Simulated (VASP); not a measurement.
# Mg6GaCo (Amm2) in VASP: reference runs, part 2 of 2

VASP 6.6.1. Earlier steps stand in the parts before.

## 3. Single point, PBE, collinear spin, ferromagnetic start (atoms moved at random, drawn with an rms of 0.05 Å)

Input file INCAR:

```
ALGO     = Normal         # electronic algorithm
EDIFF    = 1E-7           # SCF threshold, eV
ENCUT    = 520            # plane-wave cutoff, eV
GGA      = PE             # functional
ISIF     = 2              # what is computed and relaxed
ISMEAR   = -1             # smearing method
ISPIN    = 2              # spin polarisation
LASPH    = T              # aspherical terms in the spheres
LCHARG   = F              # write CHGCAR
LMAXMIX  = 4              # l up to which the mixer works
LORBIT   = 11             # projections on sites
LREAL    = F              # projectors in reciprocal space
LWAVE    = F              # write WAVECAR
MAGMOM   = 0 2 0 0 0 0 0 0 # initial moments
NBANDS   = 31             # bands
NELM     = 100            # most SCF steps
PREC     = Accurate       # precision mode
SIGMA    = 0.05           # smearing width, eV
```

Input file KPOINTS:

```
k-points
0
Gamma
  6 5 5
```

Input file POSCAR:

```
Mg6GaCo
1.0
    4.8113800000      0.0000000000      0.0000000000
    0.0000000000      3.0311835000      5.2081525000
    0.0000000000     -3.0311835000      5.2081525000
Ga Co Mg
1 1 6
Direct
    0.4966930000      0.6769910000      0.6828420000
    0.0037980000      0.8264470000      0.8348110000
    0.5059170000      0.1719700000      0.1570500000
    0.5007300000      0.6673720000      0.1568340000
    0.5009530000      0.1462410000      0.6696880000
   -0.0076580000      0.3272930000      0.3350280000
    0.0006460000      0.8325370000      0.3411300000
   -0.0008470000      0.3279710000      0.8363040000
```

Potentials or basis: VASP PAW PBE potentials, release 64 (Ga_d, Co, Mg).

Launch:

```console
> cat potpaw_PBE.64/Ga_d/POTCAR potpaw_PBE.64/Co/POTCAR potpaw_PBE.64/Mg/POTCAR > POTCAR
> mpirun -np 1 vasp_std > vasp.out
```

OUTCAR:

```text
EDIFF = 1E-7
   ENCUT = 520
   GGA = PE
   ISIF = 2
   ISMEAR = -1
   ISPIN = 2
   LASPH = T
   LORBIT = 11
   LREAL = F
   NELM = 100
   PREC = Accurate

 ion  position               nearest neighbor table
   1  0.497  0.677  0.683-   5 2.79   4 2.83   2 2.84   2 2.90   3 2.97   7 2.98   8 3.01   7 3.02
                             8 3.03   3 3.10   4 3.20   5 3.24
   2  0.004  0.826  0.835-   1 2.84   1 2.90   5 2.92   4 2.93   5 2.94   4 2.95   7 2.96   8 3.00
                             8 3.03   6 3.03   6 3.03   7 3.07
   3  0.506  0.172  0.157-   8 2.91   6 2.91   8 2.96   1 2.97   7 2.97   4 2.98   7 3.01   5 3.02
                             5 3.02   6 3.02   4 3.04   1 3.10
   4  0.501  0.667  0.157-   1 2.83   2 2.93   5 2.93   2 2.95   6 2.96   3 2.98   7 3.02   7 3.02
                             6 3.03   3 3.04   5 3.13   1 3.20
   5  0.501  0.146  0.670-   1 2.79   2 2.92   4 2.93   2 2.94   6 2.95   8 3.01   6 3.01   3 3.02
                             3 3.02   8 3.02   4 3.13   1 3.24
   6  0.992  0.327  0.335-   3 2.91   5 2.95   4 2.96   7 2.96   8 3.00   5 3.01   3 3.02   8 3.02
                             4 3.03   2 3.03   2 3.03   7 3.06
   7  0.001  0.833  0.341-   2 2.96   6 2.96   3 2.97   1 2.98   3 3.01   1 3.02   4 3.02   4 3.02
                             8 3.03   8 3.03   6 3.06   2 3.07
[... 1781 lines left out ...]
      direct lattice vectors                 reciprocal lattice vectors
     4.811380000  0.000000000  0.000000000     0.207840578  0.000000000  0.000000000
     0.000000000  3.031183500  5.208152500     0.000000000  0.164952072  0.096003333
     0.000000000 -3.031183500  5.208152500     0.000000000 -0.164952072  0.096003333

 POSITION                                       TOTAL-FORCE (eV/Angst)
 -----------------------------------------------------------------------------------
      2.38978     -0.01774      7.08222         0.013073      0.012609     -0.102093
      0.01827     -0.02535      8.65209        -0.016032      0.008128     -0.034705
      2.43416      0.04523      1.71359        -0.213082     -0.146881      0.020633
      2.40920      1.54753      4.29259        -0.062978      0.186638     -0.010019
      2.41028     -1.58666      4.24948        -0.081749     -0.153171     -0.025421
      4.77453     -0.02345      3.44947         0.259844      0.065866      0.119447
      0.00311      1.48954      6.11264         0.028030     -0.204680      0.001262
      4.80730     -1.54085      6.06372         0.072895      0.231492      0.030896
 -----------------------------------------------------------------------------------
    total drift:                                0.000559     -0.000065     -0.000141

  FREE ENERGIE OF THE ION-ELECTRON SYSTEM (eV)
  ---------------------------------------------------
  free  energy   TOTEN  =       -18.4649808748 eV

  energy  without entropy=      -18.4223474091  energy(sigma->0) =      -18.44366414

 total charge

# of ion       s       p       d       tot
------------------------------------------
    1        0.947   0.676   9.937  11.560
    2        0.352   0.234   7.324   7.910
    3        0.226   0.151   0.018   0.395
    4        0.206   0.148   0.019   0.373
    5        0.207   0.149   0.019   0.375
    6        0.214   0.159   0.015   0.388
    7        0.203   0.145   0.018   0.366
    8        0.204   0.146   0.018   0.368
--------------------------------------------------
tot          2.558   1.809  17.367  21.734

 magnetization (x)

# of ion       s       p       d       tot
------------------------------------------
    1        0.004  -0.013  -0.001  -0.011
    2        0.009   0.002   0.916   0.927
    3       -0.000   0.003  -0.000   0.002
    4       -0.003  -0.004  -0.001  -0.008
    5       -0.003  -0.004  -0.001  -0.008
    6       -0.001  -0.002  -0.000  -0.003
    7       -0.001  -0.002  -0.000  -0.003
    8       -0.001  -0.002  -0.000  -0.003
--------------------------------------------------
tot          0.004  -0.022   0.912   0.893
```

OSZICAR:

```text
N       E                     dE             d eps       ncg     rms          rms(c)
DAV:   1     0.171406813547E+03    0.17141E+03   -0.12836E+04  9677   0.107E+03
DAV:   2    -0.185062346131E+01   -0.17326E+03   -0.16045E+03  9685   0.293E+02
DAV:   3    -0.193716850301E+02   -0.17521E+02   -0.17037E+02 11273   0.768E+01
[... 12 lines left out ...]
DAV:  16    -0.184649809928E+02   -0.15206E-04   -0.49075E-05 12276   0.643E-02    0.258E-02
DAV:  17    -0.184649793832E+02    0.16096E-05   -0.10594E-05 11719   0.214E-02    0.112E-02
DAV:  18    -0.184649807738E+02   -0.13906E-05   -0.50334E-06 13190   0.216E-02    0.522E-03
DAV:  19    -0.184649808768E+02   -0.10302E-06   -0.90514E-07 12155   0.565E-03    0.236E-03
DAV:  20    -0.184649808748E+02    0.20445E-08   -0.13666E-07  6622   0.331E-03
   1 F= -.18464981E+02 E0= -.18443664E+02  d E =-.426335E-01  mag=     0.7758
```

stdout:

```text
POSCAR found type information on POSCAR GaCoMg
 POSCAR found :  3 types and       8 ions
 scaLAPACK will be used
 LDA part: xc-table for (Slater+PW92), standard interpolation
 POSCAR, INCAR and KPOINTS ok, starting setup
 FFT: planning ... GRIDC
 FFT: planning ... GRID_SOFT
 FFT: planning ... GRID
 WAVECAR not read
 entering main loop
```

Wall time 11 min (1 thread of AMD EPYC 9R45 (Zen 5), shared host); peak memory 0.71 GiB.

Results:

```
Free energy                                           : -18.4650 eV
Pressure                                              : 0.2 GPa
Largest force                                         : 0.293 eV/Å
Band gap on the k mesh                                : none (metal or under the smearing width)
Net moment                                            : 0.78 μB per cell
Site moments                                          : Ga -0.01; Co +0.93; Mg +0.00, -0.01, -0.00 μB
Valence electrons inside the program's atomic spheres : Ga 11.56; Co 7.91; Mg 0.40, 0.37, 0.38, 0.39
```

Forces in eV/Å, atoms in the order of the input:
```
Ga   0.013  0.013 -0.102
Co  -0.016  0.008 -0.035
Mg  -0.213 -0.147  0.021
Mg  -0.063  0.187 -0.010
Mg  -0.082 -0.153 -0.025
Mg   0.260  0.066  0.119
Mg   0.028 -0.205  0.001
Mg   0.073  0.231  0.031
```

Levels at points of the mesh, in eV from the Fermi level:
Spin up:
| k point | band 14 | band 15 | band 16 | band 17 | band 18 | band 19 | band 20 | band 21 | band 22 | band 23 |
| --- | --- | --- | --- | --- | --- | --- | --- | --- | --- | --- |
| (0.00, 0.00, 0.00) | -1.34 | -1.32 | -1.23 | -0.81 | -0.76 | 0.07 | 2.66 | 3.36 | 3.49 | 3.58 |
| (0.50, 0.00, 0.00) | -1.30 | -1.23 | -1.13 | -0.76 | -0.51 | -0.47 | 0.19 | 0.29 | 0.87 | 0.90 |
Spin down:
```csv
k point,band 13,band 14,band 15,band 16,band 17,band 18,band 19,band 20
"(0.00, 0.00, 0.00)",-1.84,-1.12,-0.61,-0.57,-0.06,0.01,0.56,2.70
"(0.50, 0.00, 0.00)",-1.14,-1.10,-0.93,-0.78,-0.56,-0.53,-0.23,0.43
```
